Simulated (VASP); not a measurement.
Output of a VASP run:

### OSZICAR
```
       N       E                     dE             d eps       ncg     rms          rms(c)
DAV:   1     0.814007947176E+02    0.81401E+02   -0.70402E+03  1416   0.113E+03
DAV:   2    -0.148838029007E+02   -0.96285E+02   -0.90963E+02  1884   0.267E+02
DAV:   3    -0.203974093782E+02   -0.55136E+01   -0.54900E+01  1848   0.596E+01
DAV:   4    -0.206885058974E+02   -0.29110E+00   -0.29059E+00  2472   0.114E+01
DAV:   5    -0.206898268120E+02   -0.13209E-02   -0.13209E-02  1848   0.939E-01    0.337E+00
DAV:   6    -0.165382762472E+02    0.41516E+01   -0.16171E+00  1848   0.135E+01    0.308E+00
DAV:   7    -0.161716438762E+02    0.36663E+00   -0.38986E-01  2404   0.745E+00    0.846E-01
DAV:   8    -0.172893715194E+02   -0.11177E+01   -0.42131E-01  1512   0.592E+00    0.127E+00
DAV:   9    -0.164310163729E+02    0.85836E+00   -0.14900E-01  1584   0.423E+00    0.957E-01
DAV:  10    -0.164717900455E+02   -0.40774E-01   -0.23739E-01  1436   0.553E+00    0.258E-01
DAV:  11    -0.164882484608E+02   -0.16458E-01   -0.11975E-02  1744   0.144E+00    0.241E-01
DAV:  12    -0.164590907411E+02    0.29158E-01   -0.18388E-02  1464   0.188E+00    0.250E-01
DAV:  13    -0.164680005483E+02   -0.89098E-02   -0.13826E-02  1436   0.160E+00    0.112E-01
DAV:  14    -0.164945722670E+02   -0.26572E-01   -0.59832E-03  1428   0.108E+00    0.693E-02
DAV:  15    -0.164934417114E+02    0.11306E-02   -0.17444E-04  2024   0.141E-01    0.932E-02
DAV:  16    -0.164975471091E+02   -0.41054E-02   -0.17488E-03  1456   0.540E-01    0.461E-02
DAV:  17    -0.164976204473E+02   -0.73338E-04   -0.15628E-04  1704   0.138E-01    0.243E-02
DAV:  18    -0.164976362452E+02   -0.15798E-04   -0.12428E-05  1788   0.420E-02    0.178E-02
DAV:  19    -0.164976427119E+02   -0.64667E-05   -0.35928E-06  1832   0.196E-02    0.172E-02
DAV:  20    -0.164976430309E+02   -0.31895E-06   -0.17903E-06  1788   0.124E-02    0.980E-03
DAV:  21    -0.164976421440E+02    0.88689E-06   -0.12913E-06  1660   0.133E-02    0.371E-03
DAV:  22    -0.164976418656E+02    0.27843E-06   -0.35855E-07  1656   0.857E-03    0.329E-03
DAV:  23    -0.164976419865E+02   -0.12092E-06   -0.60763E-07  1600   0.115E-02    0.171E-03
DAV:  24    -0.164976423121E+02   -0.32565E-06   -0.14455E-07  1140   0.564E-03    0.132E-03
DAV:  25    -0.164976423795E+02   -0.67403E-07   -0.25117E-08  1344   0.194E-03
   1 F= -.16497642E+02 E0= -.16497642E+02  d E =-.297958E-22
```

### OUTCAR
```
------------------------ aborting loop because EDIFF is reached ----------------------------------------
  FORCE on cell =-STRESS in cart. coord.  units (eV):
  Direction    XX          YY          ZZ          XY          YZ          ZX
  --------------------------------------------------------------------------------------
  Total       -0.0136158      0.0968874     -0.0136158     -0.0000000      0.0000000      0.0000000
  in kB       -0.3506412      2.4950872     -0.3506412     -0.0000000      0.0000000      0.0000000
  external PRESSURE =       0.5979350 kB  Pullay stress =       0.0000000 kB
  volume of cell :       62.21
      direct lattice vectors                 reciprocal lattice vectors
     0.000000000  3.145000000  3.145000000    -0.158982512  0.158982512  0.158982512
     3.145000000  0.000000000  3.145000000     0.158982512 -0.158982512  0.158982512
     3.145000000  3.145000000  0.000000000     0.158982512  0.158982512 -0.158982512
 POSITION                                       TOTAL-FORCE (eV/Angst)
 -----------------------------------------------------------------------------------
      3.14500      0.10000      3.14500         0.000000     -0.152070      0.000000
      3.14500      3.14500      3.14500         0.000000      0.152070      0.000000
 -----------------------------------------------------------------------------------
    total drift:                               -0.000000     -0.000026     -0.000000
  FREE ENERGIE OF THE ION-ELECTRON SYSTEM (eV)
  ---------------------------------------------------
  free  energy   TOTEN  =       -16.4976423795 eV

  energy  without entropy=      -16.4976423795  energy(sigma->0) =      -16.49764238
```
(Selected blocks of OUTCAR.)

**POSCAR**
```
KCl
1
    0.0000000000     3.1450000000     3.1450000000
    3.1450000000     0.0000000000     3.1450000000
    3.1450000000     3.1450000000     0.0000000000
K Cl
1 1
Direct
  0.0158982512  -0.0158982512   0.0158982512
  0.5000000000   0.5000000000   0.5000000000
```

Task: Reconstruct the remaining input files.

Result: Several could match; the one computed here: the input of the run itself, r2SCAN meta-GGA, plane waves, VASP's PBE PAW potentials (set 64).

INCAR:
```
ALGO  =  Normal
EDIFF  =  1E-7
ENCUT  =  480
ISIF  =  2
ISMEAR  =  0
LASPH  =  T
LCHARG  =  F
LMIXTAU  =  T
LREAL  =  F
LWAVE  =  F
METAGGA  =  R2SCAN
NELM  =  100
PREC  =  Accurate
SIGMA  =  0.05
SYSTEM  =  KCl
```

### KPOINTS
```
Automatic mesh
0
Gamma
8 8 8
0 0 0
```

POTCAR, in this order: K_sv Cl (PBE.64 set). Program: vasp_std.

The compound is KCl in the rock salt structure. This cell was strained or had an atom moved on purpose.
